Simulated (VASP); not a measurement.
Eu$_{3}$InO (space group Pm-3m): computed properties

Level of theory: PBEsol GGA, VASP's PBE PAW potentials (set 64) (plane waves; VASP).

```
Quantity                                                               Value
----------------------------------  ----------------------------------------
space group                                                      Pm-3m (221)
cell                                 a = b = c = 4.877 Å, α = β = γ = 90.00°
volume per atom                                               23.20 Å^3/atom
band gap (over mesh and band path)  none (metal, semimetal or under 0.01 eV)
cell moment                                                          0.00 μB
density                                                           8.40 g/cm³
```

```xyz
5
Lattice="4.8769 0.0000 0.0000 0.0000 4.8769 0.0000 0.0000 0.0000 4.8769" Properties=species:S:1:pos:R:3 pbc="T T T"
Eu     0.0000     2.4385     2.4385
Eu     2.4385     0.0000     2.4385
Eu     2.4385     2.4385     0.0000
In     0.0000     0.0000     0.0000
O      2.4385     2.4385     2.4385
```

The 4f electrons are frozen in the core of the lanthanide potential, so 4f levels, which can set the real gap, and their magnetism are missing. Unless said otherwise, spin-orbit coupling is left out, though it shifts the bands of the heavy elements here.

The structure comes from a computed database's Eu3InO entry (Pm-3m); how it stands against other phases isn't given here. It was relaxed first, which changed the volume by -10 %. Symmetry was kept, so distortions that lower it aren't found.
